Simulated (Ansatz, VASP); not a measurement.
# Ta (S5(310) boundary in bcc Ta) in two plane-wave programs, part 2 of 3

Aim: how closely do two programs agree when they are given the same cell, functional and k mesh? Of the first pair: The structure shown is the start of the Ansatz relaxation below; VASP solves that cell, so the two are compared at the walk's first step.

VASP 6.6.1 and Ansatz 0.2.0.

So far: The structure; Ansatz: relaxation, PBEsol.

**3. VASP: single point, PBEsol, start cell, pair 1**

Level of this step: PBEsol; plane waves and PAW (Ta_pv) (VASP).

The same cell, functional, mesh and smearing now go to VASP, with its own data sets.

Lines of VASP's logs that name or quote its potential files are left out, and so is its time.

Contents of INCAR:

```
SYSTEM = Ta
PREC = Accurate
ENCUT = 400
EDIFF = 1E-06
NELM = 120
ISMEAR = -1
SIGMA = 0.1
LREAL = .FALSE.
ALGO = Normal
GGA = PS
NBANDS = 129
LASPH = .TRUE.
LORBIT = 11
LWAVE = .FALSE.
LCHARG = .FALSE.
ISIF = 2
GGA_COMPAT = .FALSE.
KPAR = 4
```

Contents of POSCAR:

```
Ta
1.0
    5.4766761838      0.0000000000      0.0000000000
    0.9957593061      3.1488674087      0.0000000000
    0.0000000000      0.0000000000     30.1985010762
Ta
19
Direct
    0.8000001114      0.5999998586      0.1655711317
    0.2000000516      0.8999998885      0.2001543383
    0.6000001061      0.1999998613      0.2347375448
    0.0000000127      0.4999999080      0.2693207845
    0.4000000107      0.7999999090      0.3039039910
    0.8000000074      0.0999999106      0.3384871976
    0.2000000053      0.3999999117      0.3730704041
    0.5999999697      0.6999999295      0.4076536107
    0.0000000000      0.9999999143      0.4422368172
    0.5999999697      0.6999999295      0.4900657474
    0.2000000053      0.3999999117      0.5246489539
    0.8000000074      0.0999999106      0.5592321605
    0.4000000107      0.7999999090      0.5938153670
    0.0000000127      0.4999999080      0.6283985736
    0.6000001061      0.1999998613      0.6629817801
    0.2000000516      0.8999998885      0.6975650198
    0.8000001114      0.5999998586      0.7321482263
    0.3999999644      0.2999999321      0.7667314328
    0.9999999664      0.9999999311      0.8013146394
```

Contents of KPOINTS:

```
Automatic mesh
0
Gamma
7 7 1
0 0 0
```

The projector-augmented-wave data sets are Ta_pv (PBE family, release 64).

On the command line:

```bash
> mpirun -np 4 vasp_std
```

Numbers of over 12 decimals in the logs are rounded to 6 here.

The program printed:

```text
[banner, memory and clock lines left out]
running    4 mpi-ranks, on    1 nodes
 distrk:  each k-point on    1 cores,    4 groups
 distr:  one band on    1 cores,    1 groups

 POSCAR found type information on POSCAR Ta
 POSCAR found :  1 types and      19 ions
|                                                                             |
|               ----> ADVICE to this user running VASP <----                  |
|                                                                             |
|     You have a (more or less) 'large supercell' and for larger cells it     |
|     might be more efficient to use real-space projection operators.         |
|     Therefore, try LREAL= Auto in the INCAR file.                           |
|     Mind: For very accurate calculation, you might also keep the            |
|     reciprocal projection scheme (i.e. LREAL=.FALSE.).                      |
|                                                                             |

|                                                                             |
|               ----> ADVICE to this user running VASP <----                  |
|                                                                             |
|     You enforced a specific xc type in the INCAR file but a different       |
|     [... a line on the potential file left out ...]
|     I HOPE YOU KNOW WHAT YOU ARE DOING!                                     |
|                                                                             |

 LDA part: xc-table for (Slater+PW92), standard interpolation
 POSCAR, INCAR and KPOINTS ok, starting setup
 FFT: planning ... GRIDC
 FFT: planning ... GRID_SOFT
 FFT: planning ... GRID
 WAVECAR not read
 entering main loop
       N       E                     dE             d eps       ncg     rms          rms(c)
DAV:   1     0.193790706933E+04    0.19379E+04   -0.10384E+05  4920   0.131E+03
DAV:   2    -0.139369215954E+03   -0.20773E+04   -0.20140E+04  4600   0.423E+02
DAV:   3    -0.243562335325E+03   -0.10419E+03   -0.98536E+02  5398   0.815E+01
DAV:   4    -0.248315310405E+03   -0.47530E+01   -0.46507E+01  5472   0.155E+01
DAV:   5    -0.248497042744E+03   -0.18173E+00   -0.18053E+00  5528   0.263E+00    0.578E+01
DAV:   6    -0.425188595694E+03   -0.17669E+03   -0.96756E+02  6436   0.857E+01    0.580E+01
DAV:   7    -0.354161996972E+03    0.71027E+02   -0.38735E+03  6195   0.671E+01    0.550E+01
DAV:   8    -0.421727204903E+03   -0.67565E+02   -0.13959E+03  5679   0.640E+01    0.533E+01
DAV:   9    -0.268376190167E+03    0.15335E+03   -0.16694E+03  6096   0.435E+01    0.356E+01
DAV:  10    -0.236024561263E+03    0.32352E+02   -0.38554E+02  5832   0.359E+01    0.171E+01
DAV:  11    -0.234475581881E+03    0.15490E+01   -0.96478E+01  5480   0.200E+01    0.127E+01
DAV:  12    -0.233448419631E+03    0.10272E+01   -0.20694E+01  5328   0.120E+01    0.112E+01
DAV:  13    -0.232874030356E+03    0.57439E+00   -0.51638E+00  5352   0.689E+00    0.100E+01
DAV:  14    -0.232634709135E+03    0.23932E+00   -0.74759E-01  5192   0.294E+00    0.917E+00
[...]
DAV:  28    -0.230116076382E+03   -0.91294E-03   -0.21212E-04  5128   0.531E-02    0.331E-02
DAV:  29    -0.230116561129E+03   -0.48475E-03   -0.91249E-05  4704   0.300E-02    0.194E-02
DAV:  30    -0.230116681010E+03   -0.11988E-03   -0.43722E-05  4568   0.239E-02    0.887E-03
DAV:  31    -0.230116714797E+03   -0.33787E-04   -0.11409E-05  4192   0.103E-02    0.694E-03
DAV:  32    -0.230116736486E+03   -0.21689E-04   -0.61276E-06  3736   0.685E-03    0.349E-03
DAV:  33    -0.230116745888E+03   -0.94021E-05   -0.18539E-06  3312   0.382E-03    0.204E-03
DAV:  34    -0.230116748692E+03   -0.28035E-05   -0.60547E-07  3104   0.191E-03    0.860E-04
DAV:  35    -0.230116749438E+03   -0.74620E-06   -0.23029E-07  2928   0.103E-03
   1 F= -.23011675E+03 E0= -.22973901E+03  d E =-.755482E+00
```

Parts of OUTCAR (step 3):

```text
ion  position               nearest neighbor table
   1  0.800  0.600  0.166-   2 2.86   2 2.86   3 2.86   3 2.86   2 3.30   4 3.30
   2  0.200  0.900  0.200-   1 2.86   1 2.86   3 2.86   3 2.86   4 2.86   4 2.86   3 3.30   1 3.30
                             5 3.30
   3  0.600  0.200  0.235-   1 2.86   1 2.86   4 2.86   4 2.86   2 2.86   2 2.86   5 2.86   5 2.86
                             2 3.30   6 3.30   4 3.30
   4  0.000  0.500  0.269-   6 2.86   6 2.86   5 2.86   5 2.86   3 2.86   3 2.86   2 2.86   2 2.86
                             7 3.30   5 3.30   1 3.30   3 3.30
   5  0.400  0.800  0.304-   7 2.86   7 2.86   6 2.86   6 2.86   4 2.86   4 2.86   3 2.86   3 2.86
                             8 3.30   4 3.30   6 3.30   2 3.30
   6  0.800  0.100  0.338-   4 2.86   4 2.86   8 2.86   8 2.86   5 2.86   5 2.86   7 2.86   7 2.86
                             9 3.30   7 3.30   5 3.30   3 3.30
   7  0.200  0.400  0.373-   9 2.86   9 2.86   5 2.86   5 2.86   8 2.86   8 2.86   6 2.86   6 2.86
                             4 3.30   6 3.30   8 3.30
   8  0.600  0.700  0.408-  10 2.49   7 2.86   7 2.86   6 2.86   6 2.86   9 2.86   9 2.86   5 3.30
                             9 3.30   7 3.30
   9  0.000  1.000  0.442-   7 2.86   7 2.86   8 2.86   8 2.86  10 3.03  10 3.03  11 3.16  11 3.16
                             6 3.30   8 3.30  10 3.45
  10  0.600  0.700  0.490-   8 2.49  11 2.86  11 2.86  12 2.86  12 2.86   9 3.03   9 3.03  13 3.30
                            11 3.30   9 3.45
  11  0.200  0.400  0.525-  13 2.86  13 2.86  10 2.86  10 2.86  12 2.86  12 2.86   9 3.16   9 3.16
                            14 3.30  12 3.30  10 3.30
  12  0.800  0.100  0.559-  14 2.86  14 2.86  10 2.86  10 2.86  13 2.86  13 2.86  11 2.86  11 2.86
                            15 3.30  11 3.30  13 3.30
  13  0.400  0.800  0.594-  11 2.86  11 2.86  12 2.86  12 2.86  14 2.86  14 2.86  15 2.86  15 2.86
                            10 3.30  14 3.30  12 3.30  16 3.30
  14  0.000  0.500  0.628-  15 2.86  15 2.86  12 2.86  12 2.86  13 2.86  13 2.86  16 2.86  16 2.86
                            11 3.30  13 3.30  17 3.30  15 3.30
  15  0.600  0.200  0.663-  14 2.86  14 2.86  13 2.86  13 2.86  17 2.86  17 2.86  16 2.86  16 2.86
                            12 3.30  16 3.30  14 3.30  18 3.30
  16  0.200  0.900  0.698-  18 2.86  18 2.86  17 2.86  17 2.86  15 2.86  15 2.86  14 2.86  14 2.86
                            19 3.30  15 3.30  17 3.30  13 3.30
  17  0.800  0.600  0.732-  19 2.86  19 2.86  16 2.86  16 2.86  15 2.86  15 2.86  18 2.86  18 2.86
                            18 3.30  16 3.30  14 3.30
  18  0.400  0.300  0.767-  16 2.86  16 2.86  19 2.86  19 2.86  17 2.86  17 2.86  17 3.30  19 3.30
                            15 3.30
  19  1.000  1.000  0.801-  17 2.86  17 2.86  18 2.86  18 2.86  16 3.30  18 3.30

  LATTYP: Found a base centered orthorhombic cell.
 ALAT       =     3.3025599999
 B/A-ratio  =     3.1622776602
 C/A-ratio  =     9.1439674303

 Subroutine GETGRP returns: Found  2 space group operations
 (whereof  2 operations were pure point group operations)

The static configuration has the point symmetry C_1h.

 Found     16 irreducible k-points:

   k-points           NKPTS =     16   k-points in BZ     NKDIM =     16   number of bands    NBANDS=    129

   dimension x,y,z NGX =    36 NGY =   24 NGZ =  200
   dimension x,y,z NGXF=    72 NGYF=   48 NGZF=  400

   ENCUT  =  400.0 eV  29.40 Ry    5.42 a.u.   8.93  5.39 49.25*2*pi/ulx,y,z

   NELECT =     209.0000    total number of electrons

 k-points in reciprocal lattice and weights: Automatic mesh
   0.00000000  0.00000000  0.00000000       0.020
   0.14285714  0.00000000  0.00000000       0.041
   0.28571429  0.00000000  0.00000000       0.041
   0.42857143  0.00000000  0.00000000       0.041
   0.00000000  0.14285714  0.00000000       0.082
   0.28571429  0.14285714  0.00000000       0.082
   0.42857143  0.14285714  0.00000000       0.082
  -0.42857143  0.14285714  0.00000000       0.041
   0.00000000  0.28571429  0.00000000       0.082
[...]
-0.42857143  0.42857143  0.00000000       0.082
  -0.28571429  0.42857143  0.00000000       0.041

 average (electrostatic) potential at core
       1 -40.2563       2 -39.7871       3 -39.3061       4 -39.3052       5 -39.2766
       6 -39.3158       7 -39.2369       8 -39.3395       9 -39.7603      10 -39.4805
      11 -39.4957      12 -39.2866      13 -39.2262      14 -39.1926      15 -39.2273
      16 -39.3026      17 -39.2989      18 -39.7895      19 -40.2653

 E-fermi :   2.3767

 k-point     1 :       0.0000    0.0000    0.0000
  band No.  band energies     occupation
    ...
     94       2.2231      1.64569
     95       2.3818      0.97428
     96       2.4000      0.88373
     97       2.4183      0.79456
     98       2.4600      0.60579
     99       2.5117      0.41175
    100       2.5400      0.32663
    101       2.6215      0.15915
    102       2.7544      0.04475
    103       2.7885      0.03203
    ...

 k-point     2 :       0.1429    0.0000    0.0000
  band No.  band energies     occupation
    ...
     94       2.0991      1.88266
     95       2.1514      1.80970
     96       2.2779      1.45711
     97       2.3192      1.27948
     98       2.3407      1.17776
     99       2.5348      0.34112
    100       2.5851      0.22115
    101       2.7598      0.04244
    102       2.8056      0.02706
    103       2.8992      0.01070
    ...

 k-point     3 :       0.2857    0.0000    0.0000
  band No.  band energies     occupation
    ...
     95       2.1694      1.77642
     96       2.2311      1.62157
     97       2.3282      1.23763
     98       2.3711      1.02789
     99       2.4766      0.53802
    100       2.5708      0.25106
    101       2.6122      0.17333
    102       2.6718      0.09937
    103       2.7019      0.07447
    104       2.7552      0.04440
    ...

  Total      -21.2696220    -23.5151606    -16.2925699     -0.7890018     -0.0505749      0.1599312
  in kB      -65.4355159    -72.3438649    -50.1237263     -2.4273464     -0.1555924      0.4920247
  external PRESSURE =     -62.6343690 kB  Pullay stress =       0.0000000 kB

  energy-cutoff  :      400.00
  volume of cell :      520.78
      direct lattice vectors                 reciprocal lattice vectors
     5.476676184  0.000000000  0.000000000     0.182592501 -0.057740819  0.000000000
     0.995759306  3.148867409  0.000000000     0.000000000  0.317574502  0.000000000
     0.000000000  0.000000000 30.198501076     0.000000000  0.000000000  0.033114226

 POSITION                                       TOTAL-FORCE (eV/Angst)
 -----------------------------------------------------------------------------------
      4.97880      1.88932      5.00000         0.095423     -0.030175      2.097116
      1.99152      2.83398      6.04436        -0.576965      0.182452     -0.389520
      3.48516      0.62977      7.08872         0.540759     -0.171003     -0.905397
      0.49788      1.57443      8.13308        -0.098631      0.031190     -0.587156
      2.98728      2.51909      9.17744        -0.117261      0.037081      0.142722
      4.48092      0.31489     10.22181         0.290235     -0.091781      0.429573
      1.49364      1.25955     11.26617        -0.292426      0.092473     -0.010870
      3.98304      2.20421     12.31053        -0.023872      0.007549     -1.609935
      0.99576      3.14887     13.35489         0.176642     -0.055859      0.974634
      3.98304      2.20421     14.79925         0.172431     -0.054527      1.463036
      1.49364      1.25955     15.84361        -0.281165      0.088912     -0.455107
      4.48092      0.31489     16.88797         0.120318     -0.038048     -0.370415
      2.98728      2.51909     17.93233         0.103493     -0.032727     -0.356176
      0.49788      1.57443     18.97670         0.084398     -0.026689     -0.171530
      3.48516      0.62977     20.02106        -0.255366      0.080754      0.064856
      1.99152      2.83398     21.06542        -0.057902      0.018310      0.563176
      4.97880      1.88932     22.10978         0.617347     -0.195222      0.900809
      2.48940      0.94466     23.15414        -0.586802      0.185563      0.338016
      6.47244      3.14887     24.19850         0.089344     -0.028253     -2.117832
 -----------------------------------------------------------------------------------
    total drift:                                0.000185      0.001459     -0.000061

  FREE ENERGIE OF THE ION-ELECTRON SYSTEM (eV)
  ---------------------------------------------------
  free  energy   TOTEN  =      -230.1167494378 eV

  energy  without entropy=     -229.3612670037  energy(sigma->0) =     -229.73900822

 total charge
# of ion       s       p       d       tot
------------------------------------------
    1        0.382   6.040   2.311   8.733
    2        0.367   6.123   2.314   8.804
    3        0.372   6.164   2.390   8.926
    4        0.367   6.176   2.377   8.920
    5        0.368   6.166   2.398   8.932
    6        0.368   6.172   2.383   8.924
    7        0.374   6.152   2.419   8.945
    8        0.387   6.141   2.483   9.011
    9        0.354   6.146   2.267   8.767
   10        0.380   6.135   2.429   8.944
   11        0.365   6.142   2.344   8.851
   12        0.368   6.161   2.396   8.926
   13        0.368   6.166   2.399   8.933
   14        0.367   6.171   2.395   8.934
   15        0.369   6.171   2.392   8.931
   16        0.368   6.174   2.378   8.921
   17        0.372   6.163   2.393   8.928
   18        0.367   6.123   2.314   8.804
   19        0.382   6.040   2.310   8.732
--------------------------------------------------
tot          7.048 116.727  45.092 168.868

[... 3 further parts left out ...]
```

**4. Side by side**

Known differences besides the potentials themselves: the data sets hold 247 valence electrons in Ansatz (on its PAW soft_1 files) and 209 in VASP; the cutoff is 420 eV in Ansatz and 400 eV in VASP; Ansatz makes its cores anew for this functional, VASP keeps those of its PBE data sets. Total energies have different zeros and are not compared.

Forces on 7 of the 19 atoms, those with the largest forces and the largest differences (eV/Å; atoms numbered as in POSCAR):

```csv
atom,"Ansatz x, y, z","VASP x, y, z"
Ta1,"0.095, -0.030, 2.100","0.095, -0.030, 2.097"
Ta3,"0.538, -0.170, -0.897","0.541, -0.171, -0.905"
Ta8,"-0.027, 0.009, -1.570","-0.024, 0.008, -1.610"
Ta9,"0.178, -0.056, 0.975","0.177, -0.056, 0.975"
Ta10,"0.173, -0.055, 1.420","0.172, -0.055, 1.463"
Ta17,"0.615, -0.194, 0.892","0.617, -0.195, 0.901"
Ta19,"0.089, -0.028, -2.121","0.089, -0.028, -2.118"
```

The forces differ by 8.2 meV/Å r.m.s., which is 1.4 % of the r.m.s. force of 0.590 eV/Å (both taken over all components).

**5. Ansatz: relaxation, PBEsol**

This run makes the geometry at which the two programs are then compared.

The structure compared here is the end of the Ansatz relaxation.

This is the run of step 2 again, met here at its other cell.

[end of part 2 of 3]

[Lines on the potential files, build, host, timing and source positions are cut from VASP's logs without a mark.]

[Logs are printed without paths, hosts, clocks, repeated set-up lines and the standing remarks that a program may print on its own settings, such as how far it seeks lower states.]

[Hosts, paths, dates, database ids (printed as entryN), source tags and the programs' standing remarks are cut or masked in the printed files.]
